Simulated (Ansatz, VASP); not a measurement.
# BN in two plane-wave programs

Aim: how closely do two programs agree when they are given the same cell, functional and k mesh? The cell is taken from a series of runs on this material, whose earlier steps may have relaxed, scaled, displaced or heated it; both programs get it as it stands.

Calculated with Ansatz 0.2.0; plane waves, with VASP 6.6.1 beside it; single point at HSE06.

**1. Set-up**

The structure is cubic, space group F-43m (No. 216). Conventional cell: a = 3.605 Å, b = 3.605 Å, c = 3.605 Å, α = 90.00°, β = 90.00°, γ = 90.00°. N has 4 B at 1.56 Å nearest. Nearest to B lie 4 N at 1.56 Å. Farther neighbours and most contacts between anions are not listed.

Structure file:

```
N B
1.0
     0.00000    1.80257    1.80257
     1.80257    0.00000    1.80257
     1.80257    1.80257    0.00000
N B
1 1
Cartesian
  2.7039 2.7039 2.7039
  0.0000 0.0000 0.0000
```

**2. VASP: single point, HSE06**

A single point gives forces, pressure and levels at one fixed geometry, so differences don't come from the geometry; what else differs is listed under the comparison.

Lines of VASP's logs that name or quote its potential files are left out, and so is its time.

The run reads the wave functions of an earlier VASP run, which isn't shown here.

INCAR reads:

```
SYSTEM = BN
PREC = Accurate
ENCUT = 520
EDIFF = 1E-06
NELM = 100
ISMEAR = -1
SIGMA = 0.02
LREAL = .FALSE.
ALGO = Normal
LHFCALC = .TRUE.
AEXX = 0.25
GGA = PE
HFSCREEN = 0.208
LASPH = .TRUE.
NBANDS = 10
PRECFOCK = Fast
LORBIT = 11
LWAVE = .FALSE.
LCHARG = .FALSE.
KPAR = 8
ISIF = 2
```

POSCAR reads:

```
BN
1.0
    0.0000000000      1.8025734486      1.8025734486
    1.8025734486      0.0000000000      1.8025734486
    1.8025734486      1.8025734486      0.0000000000
N B
1 1
Direct
    0.7500000000      0.7500000000      0.7500000000
    0.0000000000      0.0000000000      0.0000000000
```

KPOINTS reads:

```
Automatic mesh
0
Gamma
9 9 9
0 0 0
```

The projector-augmented-wave data sets are N and B (PBE family, release 64).

On the command line:

```sh
mpirun -np 8 vasp_std
```

Numbers of over 12 decimals in the logs are rounded to 6 here.

Log:

```text
[banner, memory and clock lines left out]
running    8 mpi-ranks, on    1 nodes
 distrk:  each k-point on    1 cores,    8 groups
 distr:  one band on    1 cores,    1 groups

 POSCAR found type information on POSCAR N B
 POSCAR found :  2 types and       2 ions
|                                                                             |
|           W    W    AA    RRRRR   N    N  II  N    N   GGGG   !!!           |
|           W    W   A  A   R    R  NN   N  II  NN   N  G    G  !!!           |
|           W    W  A    A  R    R  N N  N  II  N N  N  G       !!!           |
|           W WW W  AAAAAA  RRRRR   N  N N  II  N  N N  G  GGG   !            |
|           WW  WW  A    A  R   R   N   NN  II  N   NN  G    G                |
|           W    W  A    A  R    R  N    N  II  N    N   GGGG   !!!           |
|                                                                             |
|     For optimal performance we recommend to set                             |
|       NCORE = 2 up to number-of-cores-per-socket                            |
|     NCORE specifies how many cores store one orbital (NPAR=cpu/NCORE).      |
|     This setting can greatly improve the performance of VASP for DFT.       |
|     The default, NCORE=1 might be grossly inefficient on modern             |
|     multi-core architectures or massively parallel machines. Do your        |
|     Unfortunately you need to use the default for GW and RPA                |
|     calculations (for HF NCORE is supported but not extensively tested      |
|     yet).                                                                   |
|                                                                             |

 LDA part: xc-table for (Slater+PW92), standard interpolation
 found WAVECAR, reading the header
 POSCAR, INCAR and KPOINTS ok, starting setup
 FFT: planning ... GRIDC
 FFT: planning ... GRID_SOFT
 FFT: planning ... GRID
 reading WAVECAR
 the WAVECAR file was read successfully
 initial charge from wavefunction
 entering main loop
       N       E                     dE             d eps       ncg     rms          rms(c)
DAV:   1    -0.203279883113E+02   -0.20328E+02   -0.27075E-01   748   0.463E+00    0.469E-01
DAV:   2    -0.203285722798E+02   -0.58397E-03   -0.14712E-03   788   0.406E-01    0.295E-01
DAV:   3    -0.203280647103E+02    0.50757E-03   -0.40676E-04   762   0.145E-01    0.167E-01
DAV:   4    -0.203279341421E+02    0.13057E-03   -0.11431E-04   750   0.815E-02    0.930E-02
DAV:   5    -0.203278948950E+02    0.39247E-04   -0.25133E-05   770   0.442E-02    0.504E-02
DAV:   6    -0.203278837407E+02    0.11154E-04   -0.68085E-06   794   0.237E-02    0.275E-02
DAV:   7    -0.203278804755E+02    0.32652E-05   -0.16754E-06   748   0.121E-02    0.152E-02
DAV:   8    -0.203278795101E+02    0.96532E-06   -0.44253E-07   390   0.631E-03
   1 F= -.20327880E+02 E0= -.20327880E+02  d E =-.396548E-12
```

OUTCAR, selected parts (step 2):

```text
ion  position               nearest neighbor table
   1  0.750  0.750  0.750-   2 1.56   2 1.56   2 1.56   2 1.56
   2  0.000  0.000  0.000-   1 1.56   1 1.56   1 1.56   1 1.56

  LATTYP: Found a face centered cubic cell.
 ALAT       =     3.6051468972

 Subroutine GETGRP returns: Found 24 space group operations
 (whereof 24 operations were pure point group operations)

The static configuration has the point symmetry T_d .

 Found     35 irreducible k-points:

   k-points           NKPTS =     35   k-points in BZ     NKDIM =    729   number of bands    NBANDS=     10

   dimension x,y,z NGX =    20 NGY =   20 NGZ =   20
   dimension x,y,z NGXF=    40 NGYF=   40 NGZF=   40

   ENCUT  =  520.0 eV  38.22 Ry    6.18 a.u.   4.74  4.74  4.74*2*pi/ulx,y,z

   NELECT =       8.0000    total number of electrons

 k-points in reciprocal lattice and weights: Automatic mesh
   0.00000000  0.00000000  0.00000000       0.001
   0.11111111  0.00000000  0.00000000       0.011
   0.22222222  0.00000000  0.00000000       0.011
   0.33333333  0.00000000  0.00000000       0.011
   0.44444444  0.00000000  0.00000000       0.011
   0.11111111  0.11111111  0.00000000       0.008
   0.22222222  0.11111111  0.00000000       0.033
   0.33333333  0.11111111  0.00000000       0.033
   0.44444444  0.11111111  0.00000000       0.033
[...]
-0.33333333  0.44444444  0.11111111       0.033
  -0.33333333  0.44444444  0.22222222       0.033

  exchange ACFDT corr.  =         0.00000000  see jH, gK, PRB 81, 115126

 average (electrostatic) potential at core
       1 -55.2502       2 -21.4390

 E-fermi :   7.1047

 k-point     1 :       0.0000    0.0000    0.0000
  band No.  band energies     occupation
      1     -15.5586      2.00000
      2       6.6442      2.00000
      3       6.6442      2.00000
      4       6.6443      2.00000
      5      17.2380      0.00000
      6      17.2380      0.00000
      7      17.2380      0.00000
      8      18.9131      0.00000
      9      33.5341      0.00000
    ...

 k-point     2 :       0.1111    0.0000    0.0000
  band No.  band energies     occupation
      1     -15.2333      2.00000
      2       4.9872      2.00000
      3       6.3135      2.00000
      4       6.3135      2.00000
      5      17.5528      0.00000
      6      17.7417      0.00000
      7      17.7417      0.00000
      8      19.9639      0.00000
      9      33.0997      0.00000
    ...

 k-point     3 :       0.2222    0.0000    0.0000
  band No.  band energies     occupation
      1     -14.2812      2.00000
      2       1.5654      2.00000
      3       5.6029      2.00000
      4       5.6029      2.00000
      5      17.9789      0.00000
      6      18.6878      0.00000
      7      18.6878      0.00000
      8      21.9667      0.00000
      9      32.1666      0.00000
    ...

  Total       -0.1795494     -0.1795494     -0.1795494      0.0000000      0.0000000      0.0000000
  in kB      -24.5575896    -24.5575896    -24.5575896      0.0000000      0.0000000      0.0000000
  external PRESSURE =     -24.5575896 kB  Pullay stress =       0.0000000 kB

  energy-cutoff  :      520.00
  volume of cell :       11.71
      direct lattice vectors                 reciprocal lattice vectors
     0.000000000  1.802573449  1.802573449    -0.277381208  0.277381208  0.277381208
     1.802573449  0.000000000  1.802573449     0.277381208 -0.277381208  0.277381208
     1.802573449  1.802573449  0.000000000     0.277381208  0.277381208 -0.277381208

 POSITION                                       TOTAL-FORCE (eV/Angst)
 -----------------------------------------------------------------------------------
      2.70386      2.70386      2.70386        -0.000000      0.000000     -0.000000
      0.00000      0.00000      0.00000         0.000000     -0.000000      0.000000
 -----------------------------------------------------------------------------------
    total drift:                               -0.000001      0.000001     -0.000000

  FREE ENERGIE OF THE ION-ELECTRON SYSTEM (eV)
  ---------------------------------------------------
  free  energy   TOTEN  =       -20.3278795101 eV

  energy  without entropy=      -20.3278795101  energy(sigma->0) =      -20.32787951

 total charge
# of ion       s       p       d       tot
------------------------------------------
    1        1.219   2.782   0.000   4.001
    2        0.683   1.359   0.000   2.042
--------------------------------------------------
tot          1.902   4.141   0.000   6.042

[... 3 further parts left out ...]
```

The run ends at a pressure of -2.46 GPa.

**3. Ansatz: single point, HSE06**

Ansatz runs on its PAW soft_1 files.

The same cell, functional, mesh and smearing now go to Ansatz.

input.yaml reads:

```yaml
crystal:
  lattice:
    - [0.0, 1.8025734486, 1.8025734486]
    - [1.8025734486, 0.0, 1.8025734486]
    - [1.8025734486, 1.8025734486, 0.0]
  atoms:
    - { symbol: "N", position: [0.75, 0.75, 0.75] }
    - { symbol: B, position: [0.0, 0.0, 0.0] }
kpoints:
  mp_grid: { grid: [9, 9, 9] }
scf:
  occupations: { method: fermi_dirac, width: 0.02 }
hamiltonian:
  xc: hse06
  pseudopotentials: { kind: paw, azcp: { folder: soft_1 } }
basis:
  ecutwfc: 600
output:
  forces: true
  stress: true
```

On the command line:

```sh
ansatz run input.yaml --threads 8 --pin off --max-ram 18432MiB --backend cpu --events-out ev --progress --plain --runs-dir out
```

Log:

```text
Warning: output.stress: scf.convergence.dr2_threshold = 1e-7 eV (the SCF's general default) is looser than the 2e-10 eV advised for a printed stress (1e-10 eV for each atom of the cell: 2). What an SCF threshold leaves in a stress goes as its square root, and in the free energy as the threshold itself, and one threshold admits the most on a small cell: [figures from the program's tests cut] Set scf.convergence.dr2_threshold to 2e-10 eV or tighter. The threshold is an SCF's pass mark: one that does not reach it within its budget of iterations ends unconverged, or closes short of it on a stop that the run arms, and scf.convergence.dr2_threshold's page says what that costs each kind of run
Warning: output.stress: scf.exx.energy_threshold = 1e-6 eV is looser than the 2e-8 eV advised for a stress under a hybrid functional (1e-8 eV for each atom of the cell: 2). Every SCF of the exchange loop can meet its threshold on dr2 while the loop round them stops early: no threshold on dr2 bounds what that leaves in the stress. Set scf.exx.energy_threshold to 2e-8 eV or tighter. The threshold is the loop's pass mark: a loop that does not reach it within its budget of cycles ends unconverged, and scf.exx.energy_threshold's page has the law
Engine: ansatz 0.2.0, aarch64-unknown-linux-gnu
Pseudopotentials: kind: paw
Pseudopotential: N, paw, valence charge 5, recommended cutoff 420 eV (normal), soft_1/N.paw.azcp
Pseudopotential: B, paw, valence charge 3, recommended cutoff 420 eV (normal), soft_1/B.paw.azcp
Functional definition: HSE06
  parameter a = 0.25
  parameter omega = 0.11/bohr
  exchange = pbe_x - a*pbe_x_sr(omega) + a*exact_x_sr(omega)
  correlation = pbe_c
Crystal: 2 atoms, lattice volume = 11.714 Å³
Basis set: ecut = 600 eV, 387 PW (Γ), exchange–correlation on 48×48×48 points (8 copies of the dense FFT grid, shifted against one another)
Bands: 8, of which v1, the nominal top of the filled ones, is band 4 counted from 1 (3 counted from 0)
Symmetry: 24 space group operations
Space group: F-43m (ITA 216), of the structure as read, at distance tolerance 2.3e-5 Å
k-points: 35 of 729 (time reversal used)
Non-local potential: N, projectors of the file, l = 0: 2, l = 1: 2, l = 2: 1
Non-local potential: B, projectors of the file, l = 0: 2, l = 1: 2, l = 2: 1
PAW form: soft (Blöchl's): semilocal exchange-correlation on the pseudo side does not see the compensation charge
PAW frozen core: N, regenerated for the run's functional, and the local potential with it (the file was generated under x = pbe(κ = 0.804, μ = 0.219515), c = pbe(β = 0.066725))
PAW frozen core: B, regenerated for the run's functional, and the local potential with it (the file was generated under x = pbe(κ = 0.804, μ = 0.219515), c = pbe(β = 0.066725))
PAW one-centre angular grid: N, 110 points (default); XC on 64 Gauss nodes
PAW one-centre angular grid: B, 110 points (default); XC on 64 Gauss nodes
Initial density: superposition of atomic densities (chi_scale 0.1, normalization cell, long waves kept (reshape's long-wave potential 0.00 eV rms))
Initial wavefunctions: pseudopotential atomic-orbital guess
Functional: x = pbe(κ = 0.804, μ = 0.219515), c = pbe(β = 0.066725), warm-up for x = pbe(κ = 0.804, μ = 0.219515) + 0.25 (exact − pbe) at short range (hse, ω = 0.207870 Å⁻¹), c = pbe(β = 0.066725); HSE06 as pw.x's `hse` composes it (authors' and Libxc's form: `xc: wpbeh`)
SCF iter   1: F=—  HF=-542.943861 eV  |F-HF|=—  |Δ(HF+E_count)|=         —  Δρ=1.47e-1  dr2=2.05e0  ethr=1.00e-1  ⟨swp⟩=3.7  Hψ=894  notcnv=0
preconditioner: auto → none  [insulator: Δε(μ)=5.904 eV  Ē_g=20.449 eV  σ=0.020 eV  W_gap=1.00  n_scr=0 (ndim 8)  ℏωp=30.7 eV  f_vac=0.000  D(μ)=0.00/eV (n_scr^D=0)]
SCF iter   2: F=—  HF=-542.331551 eV  |F-HF|=—  |Δ(HF+E_count)|=   6.12e-1  Δρ=6.30e-2  dr2=2.51e-1  ethr=2.56e-2  ⟨swp⟩=3.0  Hψ=623  notcnv=0
SCF iter   3: F=—  HF=-542.283145 eV  |F-HF|=—  |Δ(HF+E_count)|=   4.84e-2  Δρ=2.29e-2  dr2=3.60e-2  ethr=3.14e-3  ⟨swp⟩=2.7  Hψ=609  notcnv=0
iter 4 solved again at ethr=5.30e-6 eV; its pass at ethr=4.49e-4 eV (dr2=4.24e-4 eV) is discarded
SCF iter   4: F=-542.280961 eV  HF=-542.280886 eV  |F-HF|=7.52e-5  |Δ(HF+E_count)|=   2.26e-3  Δρ=3.06e-3  dr2=4.09e-4  ethr=5.30e-6  ⟨swp⟩=3.2  Hψ=1307  notcnv=0  defer=1
SCF 1 stopped early in 4 iterations: F = -542.280961 eV  dr2 = 4.09e-4
  greatest PAW one-centre occupation: 0.790 electrons in one spin orbital (limit 2), on the N atom at site 0 (counted from 0), in its partial waves of l = 0
Initial density: handed on by an earlier stage of this run
Initial wavefunctions: those handed on with the density
Functional: x = pbe(κ = 0.804, μ = 0.219515) + 0.25 (exact − pbe) at short range (hse, ω = 0.207870 Å⁻¹), c = pbe(β = 0.066725); HSE06 as pw.x's `hse` composes it (authors' and Libxc's form: `xc: wpbeh`)
Exchange kernel: α = 0.2500, screened, ω = 0.2079 Å⁻¹, Wigner–Seitz truncation, v(0) = 1046.3706 eV·Å³, q-mesh 9×9×9, nearest image of the exchange supercell L = 22.94 Å, pair-density grid 12×12×12, without the augmentation charges, whose exchange is taken in its separable form by FFT convolution over the k-point mesh (sized by the pseudopotential files, 18×18×18 at the most), smooth part of the exact exchange by density-matrix convolution
Frozen-core exchange: fock
SCF iter   1: F=—  HF=-542.463675 eV  |F-HF|=—  |Δ(HF+E_count)|=         —  Δρ=1.20e-2  dr2=8.05e-3  ethr=5.11e-5  ⟨swp⟩=4.7  Hψ=1133  notcnv=0
preconditioner: auto → none  [insulator: Δε(μ)=5.924 eV  Ē_g=22.782 eV  σ=0.020 eV  W_gap=1.00  n_scr=0 (ndim 8)  ℏωp=30.7 eV  f_vac=0.000  D(μ)=0.00/eV (n_scr^D=0)]
SCF iter   2: F=—  HF=-542.460842 eV  |F-HF|=—  |Δ(HF+E_count)|=   2.83e-3  Δρ=5.68e-3  dr2=1.41e-3  ethr=5.11e-5  ⟨swp⟩=3.0  Hψ=672  notcnv=0
SCF iter   3: F=—  HF=-542.462404 eV  |F-HF|=—  |Δ(HF+E_count)|=   1.56e-3  Δρ=1.04e-3  dr2=6.86e-5  ethr=1.58e-5  ⟨swp⟩=2.8  Hψ=606  notcnv=0
SCF iter   4: F=-542.462382 eV  HF=-542.462382 eV  |F-HF|=2.33e-7  |Δ(HF+E_count)|=   2.21e-5  Δρ=8.23e-5  dr2=1.67e-6  ethr=7.58e-7  ⟨swp⟩=2.7  Hψ=464  notcnv=0
SCF 2 stopped early in 4 iterations: F = -542.462382 eV  dr2 = 1.67e-6
  greatest PAW one-centre occupation: 0.793 electrons in one spin orbital (limit 2), on the N atom at site 0 (counted from 0), in its partial waves of l = 0
hybrid outer 1: dexx = +2.064e-3 eV, tail = 5.72e-6 eV
Exchange kernel: α = 0.2500, screened, ω = 0.2079 Å⁻¹, Wigner–Seitz truncation, v(0) = 1046.3706 eV·Å³, q-mesh 9×9×9, nearest image of the exchange supercell L = 22.94 Å, pair-density grid 12×12×12, without the augmentation charges, whose exchange is taken in its separable form by FFT convolution over the k-point mesh (sized by the pseudopotential files, 18×18×18 at the most), smooth part of the exact exchange by density-matrix convolution
Frozen-core exchange: fock
SCF iter   1: F=—  HF=-542.462370 eV  |F-HF|=—  |Δ(HF+E_count)|=         —  Δρ=6.13e-5  dr2=3.29e-7  ethr=3.58e-7  ⟨swp⟩=3.9  Hψ=744  notcnv=0
preconditioner: auto → none  [insulator: Δε(μ)=5.962 eV  Ē_g=22.773 eV  σ=0.020 eV  W_gap=1.00  n_scr=0 (ndim 8)  ℏωp=30.7 eV  f_vac=0.000  D(μ)=0.00/eV (n_scr^D=0)]
SCF iter   2: F=-542.462370 eV  HF=-542.462370 eV  |F-HF|=4.14e-9  |Δ(HF+E_count)|=   7.49e-8  Δρ=1.17e-5  dr2=1.15e-8  ethr=3.57e-9  ⟨swp⟩=3.0  Hψ=510  notcnv=0
SCF 3 converged in 2 iterations: F = -542.462370 eV  dr2 = 1.15e-8
  Residual-converged pass: ⟨swp⟩=3.1  Hψ=559  notcnv=0  max |occ|·‖R‖ = 2.2e-6 eV (tolerance 2.4e-6 eV)  dr2=1.15e-8  dr2_onsite=5.06e-10  max |Δocc| = 0.0e0
hybrid outer 2: dexx = +8.275e-8 eV, tail = 2.44e-8 eV, Δε = 1.19e-3 eV (about 1.02e-4 eV left of the loop's levels)
hybrid SCF converged: 2 outer / 6 inner (+4 warm-up), last move |dexx| = 8.28e-8 eV, tail = 2.44e-8 eV
Stability not checked: this state was not tested for a lower state beside it, because the functional holds exact exchange (a hybrid, or Hartree-Fock), whose exchange loop this test does not read (fock_operator; see scf.lower_state_search)
Free energy (F): -542.462370 eV
Frozen-core exchange: fock
Harris-Foulkes:  -542.462370 eV  (|F-HF|=4.14e-9)
Internal energy: -542.462370 eV  (E = F + TS)
E sigma→0 (E₀):  -542.462370 eV
Fermi energy:    13.410930 eV
--- Per-component energies (eV) ---
  E_band       = 14.396269
  E_kinetic    = 184.058792
  E_local      = -157.098768  (includes V_loc(G=0)·N_el)
  E_nonlocal   = 41.350507
  E_hartree    = 48.790559
  E_xc         = -75.580576
  E_vxc        = -92.558354  (∫ρ·V_xc dr)
  E_exx        = -19.596742  (= α·E_x^exact, valence–valence)
  E_paw        = -204.987329  (= ΣΔE_a)
  E_vpaw       = -19.743897  (= ΣTr[D̂ρ^β])
  E_aug_tail   = 0.000029  (compensation charges beyond the density's cutoff)
  E_ewald      = -359.364138
  E_core_change = -0.034703  (= ΣΔE_core)
  E_smearing   = -0.000000  (= −TS)
  E_closure    = -0.000000  (closes the sum)
  Σ components = -542.462370   (vs F -542.462370, Δ=0.00e0)
--- Forces (eV/Å), atoms counted from 1 ---
  atom   1  N      0.00000000     0.00000000    -0.00000000
  atom   2  B     -0.00000000     0.00000000     0.00000000
  max |Σ_I F_I| component: 4.16e-16 eV/Å
--- Stress (GPa, compression-positive) ---
       -3.120181      -0.000000      -0.000000
       -0.000000      -3.120181       0.000000
       -0.000000       0.000000      -3.120181
  P = ⅓ Tr σ = -3.1202 GPa (-31.202 kbar)
--- Band table (eV; the first three rows and the last of 35) ---
  k-point 0: bands = ["-11.7584", "10.4368", "10.4368", "10.4368", "21.0422", "21.0422"]
  k-point 1: bands = ["-11.4331", "8.7808", "10.1061", "10.1061", "21.3496", "21.5450"]
  k-point 2: bands = ["-10.4809", "5.3615", "9.3955", "9.3955", "21.7694", "22.4906"]
  k-point 34: bands = ["-5.5884", "1.6825", "2.9688", "4.2017", "21.4696", "25.2142"]
  guard bands above this table: 2 of the run's 8 bands. The solve was not asked for them (output.publish_guard_bands: true or output.eigenvalues: true publishes all)
```

Reading the cycles: dr2 is the Hartree energy of the density residual (eV), the measure of convergence; HF is the Harris–Foulkes estimate of the energy, which meets the free energy F at convergence.

The run ends at a pressure of -3.12 GPa.

**4. Differences**

Known differences besides the potentials themselves: exact exchange at q = 0 is treated differently, which shows on coarse meshes; VASP keeps PBE cores, Ansatz makes them for the functional; the cutoff is 600 eV in Ansatz and 520 eV in VASP; VASP takes a coarser grid for exact exchange (PRECFOCK = Fast). Total energies have different zeros and are not compared.

Both answers:

```csv
quantity,Ansatz,VASP,difference
pressure (GPa),-3.12,-2.46,-0.66
gap on the k mesh (eV),5.962,5.952,+0.010
```

A gap on the mesh is an upper bound, since the band edges may lie between its points.

**5. Results**

- difference in gap on the k mesh (single point, HSE06): 0.010 eV
- difference in pressure (single point, HSE06): -0.66 GPa

In words: The difference in pressure is -0.66 GPa (single point, HSE06), within the 1 GPa picked in this series as the mark of a large difference. Such differences can come from data sets, numerical settings and the points named under the comparisons, not from the functional's error against experiment.

[Lines on the potential files, build, host, timing and source positions are cut from VASP's logs without a mark.]

[Logs are printed without paths, hosts, clocks, repeated set-up lines and the standing remarks that a program may print on its own settings, such as how far it seeks lower states.]

[Hosts, paths, dates, database ids (printed as entryN), source tags and the programs' standing remarks are cut or masked in the printed files.]
